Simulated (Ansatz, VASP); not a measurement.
# MoS2 in two plane-wave programs, part 2 of 2

Aim: how closely do two programs agree when they are given the same cell, functional and k mesh? The cell is taken from a series of VASP runs on this material, whose earlier steps may have relaxed, scaled or displaced it; both programs get it as it stands.

VASP 6.6.1 and Ansatz 0.2.0.

So far: Set-up; VASP: relaxation of cell and atoms, r2SCAN.

## 3. Ansatz: relaxation of cell and atoms, r2SCAN

Level of this step: Ansatz beside VASP: Kohn-Sham DFT, plane waves, r2SCAN (Ansatz).

Ansatz runs on its default PAW (the set named soft_2) files.

The same cell, functional, mesh and smearing now go to Ansatz, which takes its cutoff from its data sets.

File input.yaml:

```yaml
crystal:
  lattice:
    - [3.1820585831, 0.0, 0.0]
    - [-1.5910292916, 2.7557435693, 0.0]
    - [0.0, 0.0, 12.791941526]
  atoms:
    - { symbol: Mo, position: [0.3333333333, 0.6666666667, 0.25] }
    - { symbol: Mo, position: [0.6666666667, 0.3333333333, 0.75] }
    - { symbol: S, position: [0.3333333333, 0.6666666667, 0.6285634122] }
    - { symbol: S, position: [0.6666666667, 0.3333333333, 0.1285634122] }
    - { symbol: S, position: [0.3333333333, 0.6666666667, 0.8714365878] }
    - { symbol: S, position: [0.6666666667, 0.3333333333, 0.3714365878] }
hamiltonian:
  xc: r2scan
  pseudopotentials: { kind: paw }
kpoints:
  mp_grid: { grid: [8, 8, 2] }
scf:
  occupations: { method: gaussian, width: 0.05 }
relax:
  f_tol: 0.01
  max_steps: 60
  cell: { stress_tol: 0.05 }
output:
  forces: true
  stress: true
  write_density: true
  write_potential: true
  elf: true
  volumetric_format: npy
```

Command:

```sh
$ ansatz run input.yaml --threads 4 --pin off --max-ram 9216MiB --backend cpu --events-out ev --progress --plain --runs-dir out
```

Numbers of over 12 decimals in the logs are rounded to 6 here.

The program printed:

```text
Engine: ansatz 0.2.0, aarch64-unknown-linux-gnu
Pseudopotentials: kind: paw
Pseudopotential: Mo, paw, valence charge 14, recommended cutoff 500 eV (meta_gga), Mo.paw.azcp
Pseudopotential: S, paw, valence charge 6, recommended cutoff 500 eV (meta_gga), S.paw.azcp
Functional definition: r2SCAN
  parameter k0 = 0.174
  parameter k1 = 0.065
  parameter a1 = 4.9479
  exchange = r2scan_x(k0 = k0, k1 = k1, a1 = a1)
  correlation = r2scan_c
Crystal: 6 atoms, lattice volume = 112.172 Å³
Basis set: ecut = 500 eV, 2825 PW (Γ), exchange–correlation on 96×96×384 points (64 copies of the dense FFT grid, shifted against one another)
Bands: 32, of which v1, the nominal top of the filled ones, is band 26 counted from 1 (25 counted from 0)
Symmetry: 24 space group operations
Space group: P63/mmc (ITA 194), of the structure as read, at distance tolerance 4.8e-5 Å
k-points: 20 of 128
Non-local potential: Mo, projectors of the file, l = 0: 3, l = 1: 2, l = 2: 2, l = 3: 1
Non-local potential: S, projectors of the file, l = 0: 2, l = 1: 2, l = 2: 2
PAW form: soft (Blöchl's): semilocal exchange-correlation on the pseudo side does not see the compensation charge
PAW frozen core: Mo, regenerated for the run's functional (the file was generated under x = pbe(κ = 0.804, μ = 0.219515), c = pbe(β = 0.066725))
PAW frozen core: S, regenerated for the run's functional (the file was generated under x = pbe(κ = 0.804, μ = 0.219515), c = pbe(β = 0.066725))
PAW one-centre angular grid: Mo, 590 points (default); XC on 160 Gauss nodes
PAW one-centre angular grid: S, 302 points (default); XC on 160 Gauss nodes
Initial density: superposition of atomic densities (neutral atoms: chi_scale 0, normalization atom), corrected by the library's trained network
Initial wavefunctions: pseudopotential atomic-orbital guess
Functional: x = r2scan, c = r2scan; τ floored in thin density (d = 2e-4 eV/Å³)
SCF iter   1: F=—  HF=-13564.234488 eV  |F-HF|=—  |Δ(HF+E_count)|=         —  Δρ=9.88e-3  dr2=1.28e-1  dr2_τ=1.02e-1  ethr=1.77e-3  ⟨swp⟩=7.0  Hψ=2936  notcnv=0
preconditioner: auto → Resta (q_TF=auto, 2.400 Å⁻¹)  ε∞=7.6  [insulator: Δε(μ)=1.258 eV  Ē_g=8.217 eV  σ=0.050 eV  W_gap=1.00  n_scr=26 (ndim 8)  ℏωp=21.0 eV  f_vac=0.037  D(μ)=0.00/eV (n_scr^D=0)  ε∞_Penn≈7.6]
SCF iter   2: F=—  HF=-13564.314642 eV  |F-HF|=—  |Δ(HF+E_count)|=   8.02e-2  Δρ=4.99e-3  dr2=1.11e-2  dr2_τ=4.51e-3  ethr=2.47e-4  ⟨swp⟩=2.5  Hψ=1234  notcnv=0  defer=29
SCF iter   3: F=—  HF=-13564.319034 eV  |F-HF|=—  |Δ(HF+E_count)|=   4.39e-3  Δρ=2.80e-3  dr2=4.42e-3  dr2_τ=3.33e-4  ethr=2.13e-5  ⟨swp⟩=2.5  Hψ=958  notcnv=0  defer=29
SCF iter   4: F=—  HF=-13564.321775 eV  |F-HF|=—  |Δ(HF+E_count)|=   2.74e-3  Δρ=2.58e-4  dr2=1.02e-4  dr2_τ=8.19e-6  ethr=8.49e-6  ⟨swp⟩=2.8  Hψ=1065  notcnv=0  defer=29
SCF iter   5: F=—  HF=-13564.321801 eV  |F-HF|=—  |Δ(HF+E_count)|=   2.62e-5  Δρ=8.65e-5  dr2=2.41e-5  dr2_τ=1.06e-6  ethr=1.96e-7  ⟨swp⟩=2.0  Hψ=951  notcnv=0  defer=29
SCF iter   6: F=—  HF=-13564.321811 eV  |F-HF|=—  |Δ(HF+E_count)|=   1.00e-5  Δρ=2.14e-5  dr2=7.25e-7  dr2_τ=3.08e-8  ethr=4.63e-8  ⟨swp⟩=2.0  Hψ=866  notcnv=0  defer=29
SCF iter   7: F=-13564.321811 eV  HF=-13564.321811 eV  |F-HF|=9.37e-9  |Δ(HF+E_count)|=   3.26e-7  Δρ=4.98e-6  dr2=3.15e-8  dr2_τ=1.30e-9  ethr=1.92e-10  ⟨swp⟩=9.2  Hψ=4400  notcnv=0
SCF 1 converged in 7 iterations: F = -13564.321811 eV  dr2 = 3.15e-8
  greatest PAW one-centre occupation: 0.996 electrons in one spin orbital (limit 2), on the Mo atom at site 1 (counted from 0), in its partial waves of l = 0
relax step   1: F+E_penalty+E_count = -13564.32181117 eV  Δ(F+E_penalty+E_count) = +0.000e0 eV  max|allowed force component| = 1.577e-2 eV/Å  Δτ_max = 0.0000 Å  P = +0.241 GPa  Ω = 112.172 Å³  (7 SCF iters, dr2 threshold 1.00e-7 eV, accepted)
[...]
relax step   2: F+E_penalty+E_count = -13564.32199950 eV  Δ(F+E_penalty+E_count) = -1.883e-4 eV  max|allowed force component| = 6.314e-2 eV/Å  Δτ_max = 0.0230 Å  P = -0.078 GPa  Ω = 114.073 Å³  energy of the carried Pulay correction = -4.296e-4 eV  (7 SCF iters, dr2 threshold 1.47e-7 eV, accepted)
[...]
relax step   3: F+E_penalty+E_count = -13564.32347139 eV  Δ(F+E_penalty+E_count) = -1.472e-3 eV  max|allowed force component| = 8.109e-3 eV/Å  Δτ_max = 0.0016 Å  P = +0.030 GPa  Ω = 113.841 Å³  energy of the carried Pulay correction = -3.776e-4 eV  (5 SCF iters, dr2 threshold 6.00e-7 eV, accepted)
[...]
relax step   4: F+E_penalty+E_count = -13564.32348458 eV  Δ(F+E_penalty+E_count) = -1.319e-5 eV  max|allowed force component| = 7.165e-4 eV/Å  Δτ_max = 0.0020 Å  P = +0.004 GPa  Ω = 114.000 Å³  energy of the carried Pulay correction = -4.133e-4 eV  (5 SCF iters, dr2 threshold 3.49e-8 eV, accepted)
[...]
relax step   5: F+E_penalty+E_count = -13564.32388502 eV  Δ(F+E_penalty+E_count) = -4.004e-4 eV  max|allowed force component| = 7.420e-4 eV/Å  Δτ_max = 0.0000 Å  P = +0.005 GPa  Ω = 114.000 Å³  stress off target by 7.91e-3 GPa  SCF on the basis re-selected at this cell (its energy is not comparable with the rows above)  (6 SCF iters)
basis re-selected at this cell: Δ(F+E_penalty+E_count) = -4.004e-4 eV, ΔP = +0.001 GPa vs the last step (what re-selecting the basis moved, of the pressure what is left beyond the Pulay correction that the steps carried, after the strain that the cell walked since its last selection, with what the two solves' SCF thresholds leave and, on support functions, any second-order correction that the steps lacked; it is no m [...]
SCF converged after 6 iterations
Free energy (F): -13564.323885 eV
Harris-Foulkes:  -13564.323885 eV  (|F-HF|=1.82e-12)
Internal energy: -13564.323885 eV  (E = F + TS)
E sigma→0 (E₀):  -13564.323885 eV
Fermi energy:    10.345984 eV
--- Per-component energies (eV) ---
  E_band       = -401.732608
  E_kinetic    = 1308.387915
  E_local      = -4416.929467  (includes V_loc(G=0)·N_el)
  E_nonlocal   = 396.806892
  E_hartree    = 1729.036287
  E_xc         = -724.779835
  E_vxc        = -891.418382  (∫ρ·V_xc dr)
  E_paw        = -8871.607033  (= ΣΔE_a)
  E_vpaw       = -308.212733  (= ΣTr[D̂ρ^β])
  E_aug_tail   = 0.000021  (compensation charges beyond the density's cutoff)
  E_vtau       = 51.560448  (kinetic-family band-sum trace: ∫τ·v_τ [+ j·A + Jᵃ·Aᵃ] dr)
  E_ewald      = -2984.357190
  E_core_change = -0.881474  (= ΣΔE_core)
  E_smearing   = -0.000000  (= −TS)
  E_closure    = -0.000000  (closes the sum)
  Σ components = -13564.323885   (vs F -13564.323885, Δ=0.00e0)
--- Forces (eV/Å), atoms counted from 1 ---
  atom   1  Mo    -0.00000000     0.00000000     0.00000000
  atom   2  Mo     0.00000000    -0.00000000    -0.00000000
  atom   3  S     -0.00000000     0.00000000     0.00074203
  atom   4  S     -0.00000000    -0.00000000     0.00074203
  atom   5  S      0.00000000     0.00000000    -0.00074203
  atom   6  S      0.00000000    -0.00000000    -0.00074203
  max |Σ_I F_I| component: 2.08e-17 eV/Å
--- Stress (GPa, compression-positive) ---
        0.003563      -0.000000       0.000000
       -0.000000       0.003563      -0.000000
        0.000000      -0.000000       0.007910
  P = ⅓ Tr σ = 0.0050 GPa (0.050 kbar)
--- Band table (eV; the first three rows and the last of 20) ---
  k-point 0: bands = [... 22 lower, 7.4632, 8.1478, 8.7864, 9.6806, 12.0386, 12.0386, 12.0518, 12.0518, ... 2 higher]
  k-point 1: bands = [... 22 lower, 7.4528, 7.4528, 9.4025, 9.4025, 12.0433, 12.0433, 12.0433, 12.0433, ... 2 higher]
  k-point 2: bands = [... 22 lower, 7.6790, 8.4532, 8.7487, 9.3124, 11.7168, 11.8445, 11.9583, 11.9984, ... 2 higher]
  k-point 19: bands = [... 22 lower, 6.9689, 6.9689, 8.9358, 8.9358, 11.0307, 11.0307, 12.4446, 12.4446, ... 2 higher]
--- Relaxed structure (4 steps of the walk, 4 accepted, 1 SCFs on fresh bases) ---
  F+E_penalty+E_count = -13564.32388502 eV   max|allowed force component| = 7.420e-4 eV/Å   (the final SCF, on the basis selected at the relaxed cell)
  cell:  # Å, volume = 113.9999 Å³
    - [3.184343, 2.8888239033064594e-11, 0]
    - [-1.592171, 2.757722, 0]
    - [0, 0, 12.981784]
  atoms:
    - { symbol: Mo, position: [0.333333, 0.666667, 0.250000] }
    - { symbol: Mo, position: [0.666667, 0.333333, 0.750000] }
    - { symbol: S, position: [0.333333, 0.666667, 0.630393] }
    - { symbol: S, position: [0.666667, 0.333333, 0.130393] }
    - { symbol: S, position: [0.333333, 0.666667, 0.869607] }
    - { symbol: S, position: [0.666667, 0.333333, 0.369607] }
```

The job ended after 15 s (4 threads of Arm Neoverse V1, shared host; peak memory 0.69 GiB; 55 s of CPU time).

## 4. Comparison

Known differences besides the potentials themselves: VASP keeps PBE cores, Ansatz makes them for the functional; both relaxations stop at a tolerance, which leaves soft axes loose, and VASP keeps its plane-wave basis; the cutoff is 500 eV in Ansatz and 400 eV in VASP; Ansatz adds a Pulay correction to the stress that steers its cell, VASP none. Total energies have different zeros and are not compared.

Compared:

| quantity | Ansatz | VASP | difference |
| --- | --- | --- | --- |
| volume (Å³) | 114.00 | 112.25 | +1.56 % |
| edge a after relaxation, in the typed setting (Å) | 3.184 | 3.183 | +0.03 % |
| edge c after relaxation, in the typed setting (Å) | 12.982 | 12.792 | +1.49 % |

The walks stopped with 0.01 GPa left in Ansatz and -0.01 GPa in VASP; each walk ends within a tolerance, so the volume difference is uncertain by about these residues over the bulk modulus, most in soft cells.

A further Ansatz single point at VASP's end cell gives 0.19 GPa where VASP has -0.01 GPa.

## 5. Outcome

```json
{"difference in volume (relaxation of cell and atoms, r2SCAN)": "1.6 %"}
```

In words: The difference in volume is 1.6 % (relaxation of cell and atoms, r2SCAN), beyond the 1.2 % picked in this series as the mark of a large difference, as far as the stopping tolerances let one tell. A pressure difference of 0.20 GPa at VASP's end cell goes with 1.6 % of volume, which implies a bulk modulus near 12 GPa: the cell is soft, so a small pressure moves it far. Such differences can come from data sets, numerical settings and the points named under the comparisons, not from the functional's error against experiment.

[Lines on the potential files, build, host, timing and source positions are cut from VASP's logs without a mark.]

[Logs are printed without paths, hosts, clocks, repeated set-up lines and the standing remarks that a program may print on its own settings, such as how far it seeks lower states.]

[Hosts, paths, dates, database ids (printed as entryN), source tags and the programs' standing remarks are cut or masked in the printed files.]
